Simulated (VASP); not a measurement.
Output of a VASP run:

### OSZICAR
```
       N       E                     dE             d eps       ncg     rms          rms(c)
DAV:   1     0.158931420849E+03    0.15893E+03   -0.98008E+03   442   0.117E+03
DAV:   2     0.178788340107E+01   -0.15714E+03   -0.15432E+03   519   0.292E+02
DAV:   3    -0.127596845707E+02   -0.14548E+02   -0.14354E+02   535   0.995E+01
DAV:   4    -0.131224394392E+02   -0.36275E+00   -0.36247E+00   595   0.179E+01
DAV:   5    -0.131284631405E+02   -0.60237E-02   -0.60234E-02   649   0.214E+00    0.510E+00
DAV:   6    -0.128567345692E+02    0.27173E+00   -0.58168E-01   676   0.898E+00    0.324E+00
DAV:   7    -0.128233168552E+02    0.33418E-01   -0.17368E-01   546   0.315E+00    0.867E-01
DAV:   8    -0.128210561574E+02    0.22607E-02   -0.14233E-02   583   0.129E+00    0.255E-01
DAV:   9    -0.128212434924E+02   -0.18734E-03   -0.12252E-03   546   0.265E-01    0.741E-02
DAV:  10    -0.128212817592E+02   -0.38267E-04   -0.12454E-04   625   0.855E-02    0.301E-02
DAV:  11    -0.128213186292E+02   -0.36870E-04   -0.49334E-05   503   0.378E-02    0.625E-03
DAV:  12    -0.128213225671E+02   -0.39379E-05   -0.46110E-06   600   0.136E-02    0.624E-03
DAV:  13    -0.128213249459E+02   -0.23788E-05   -0.30496E-06   419   0.937E-03    0.193E-03
DAV:  14    -0.128213252638E+02   -0.31793E-06   -0.32760E-07   494   0.332E-03
   1 F= -.12821325E+02 E0= -.12820412E+02  d E =-.182689E-02
```

### OUTCAR
```
------------------------ aborting loop because EDIFF is reached ----------------------------------------
  FORCE on cell =-STRESS in cart. coord.  units (eV):
  Direction    XX          YY          ZZ          XY          YZ          ZX
  --------------------------------------------------------------------------------------
  Total        0.4632892      0.8457670      0.7184145      0.0692883      0.5316388     -0.4432690
  in kB        8.2946760     15.1425144     12.8624103      1.2405295      9.5183995     -7.9362364
  external PRESSURE =      12.0998669 kB  Pullay stress =       0.0000000 kB
  volume of cell :       89.49
      direct lattice vectors                 reciprocal lattice vectors
     3.812463000  0.000000000  0.000000000     0.262297628  0.151437557  0.000000000
    -1.906231000  3.301690000  0.000000000     0.000000000  0.302875194  0.000000000
     0.000000000  0.000000000  7.109211000     0.000000000  0.000000000  0.140662585
 POSITION                                       TOTAL-FORCE (eV/Angst)
 -----------------------------------------------------------------------------------
      0.04527      0.06777      3.59287        -0.385606     -0.736994     -0.666034
      0.00829      2.13585      5.10921         0.034169      0.565945      0.807277
      1.85267      1.09807      2.00000         0.351437      0.171049     -0.141243
 -----------------------------------------------------------------------------------
    total drift:                                0.000538     -0.000133     -0.001022
  FREE ENERGIE OF THE ION-ELECTRON SYSTEM (eV)
  ---------------------------------------------------
  free  energy   TOTEN  =       -12.8213252638 eV

  energy  without entropy=      -12.8194983751  energy(sigma->0) =      -12.82041182
```
(Selected blocks of OUTCAR.)

POSCAR:
```
SnSe2
1
    3.8124630000     0.0000000000     0.0000000000
   -1.9062310000     3.3016900000     0.0000000000
    0.0000000000     0.0000000000     7.1092110000
Sn Se
1 2
Direct
  0.0221390000   0.0205270000   0.5053830000
  0.3256210000   0.6468950000   0.7186750000
  0.6522400000   0.3325780000   0.2813250000
```

### Question
Write an INCAR and KPOINTS that could have produced this output.

### Answer
This is not unique; one that fits is the input of the run itself, PBEsol GGA, plane waves, VASP's PBE PAW potentials (set 64).

**KPOINTS**
```
Automatic mesh
0
Gamma
5 5 1
0 0 0
```

**INCAR**
```
! general
SYSTEM =SnSe2
PREC   =Accurate
ENCUT  =300
LREAL  =.FALSE.
LASPH  =.TRUE.

! electronic loop
EDIFF  =1E-6
NELM   =100
ALGO   =Normal
LMAXMIX=4

! smearing
ISMEAR =0
SIGMA  =0.272

! functional
GGA    =PS

! ions
ISIF   =2

! output
LWAVE  =.FALSE.
LCHARG =.FALSE.
```

POTCAR, in this order: Sn_d Se (PBE.64 set). Program: vasp_std.

At this cut-off the stress carries a Pulay error, which pulls relaxed volumes low. The cell holds a wide vacuum, so values per volume refer to the whole cell.

The cell is a sheet with vacuum, built from a generated structure.
